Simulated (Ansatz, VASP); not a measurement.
ScGaN in VASP and in Ansatz

```
Sc Ga N
1.0
     3.51985    0.00000    0.00000
    -1.75992    3.04828    0.00000
     0.00000    0.00000    5.07112
Sc Ga N
1 1 1
Direct
  0.66667 0.33333 0.50000
  0.00000 0.00000 0.00000
  0.33333 0.66667 0.50000
```

Change from the starting cell: species swapped into the HoZnSi type (P-6m2, No. 187).

Alike in both runs: functional PBE; k mesh 6 × 6 × 4; occupations gaussian, width 0.1 eV; no spin polarisation.

Ansatz relaxed the structure, and its values are those at the end. VASP's run is a single point on that final structure, the one shown.

|  | VASP | Ansatz |
| --- | --- | --- |
| version | VASP 6.6.1 | Ansatz 0.2.0 |
| potentials or method | VASP PAW PBE potentials, release 64 (Sc_sv, Ga_d, N) | scalar-relativistic, plane waves, PAW |
| plane-wave cutoff (eV) | 520 | 420 |
| valence electrons in the cell | 29 | 29 |

```csv
,VASP,Ansatz,Ansatz less VASP
gap on the k mesh at the Fermi level (eV),none,none,-
pressure (GPa),0.4,-0.1,-0.41
```

A gap of «none» marks a metal or a gap that the smearing closes.
